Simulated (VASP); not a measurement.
Elastic constants (GPa) of a crystal from PBE GGA, VASP's PBE PAW potentials (set 64) in VASP 6.6.1:

|  | xx | yy | zz | yz | xz | xy |
|---|---|---|---|---|---|---|
| xx | 67.6 | 48.5 | 48.5 | 0.0 | 0.0 | 0.0 |
| yy | 48.5 | 67.6 | 48.5 | 0.0 | 0.0 | 0.0 |
| zz | 48.5 | 48.5 | 67.6 | 0.0 | 0.0 | 0.0 |
| yz | 0.0 | 0.0 | 0.0 | 25.5 | 0.0 | 0.0 |
| xz | 0.0 | 0.0 | 0.0 | 0.0 | 25.5 | 0.0 |
| xy | 0.0 | 0.0 | 0.0 | 0.0 | 0.0 | 25.5 |

**Question.** Work out the Voigt, Reuss and Hill moduli, Young's modulus and Poisson's ratio.

**Answer.** All eigenvalues are positive (smallest 19.1 GPa), so the crystal is stable. K_V = (C11+C22+C33+2(C12+C13+C23))/9 = (202.8 + 2×145.5)/9 = 54.9 GPa; G_V = (202.8 − 145.5 + 3×76.5)/15 = 19.1 GPa. From the compliances, K_R = 54.9 GPa and G_R = 15.3 GPa. Hill: K = 54.9 GPa, G = 17.2 GPa, E = 9KG/(3K+G) = 46.7 GPa, ν = (3K−2G)/(2(3K+G)) = 0.358. K/G = 3.19, above Pugh's 1.75; universal anisotropy A^U = 1.25.

**Question.** With a density of 4.62 g/cm³, what are the mean sound speeds?

**Answer.** v_l = √((K+4G/3)/ρ) = 4.10 km/s and v_t = √(G/ρ) = 1.93 km/s. The crystal is CdS (zinc blende), cubic.

The compound is CdS in the zinc blende structure, a metastable form; wurtzite is the usual one. It was relaxed first, which changed the volume by +5 %.
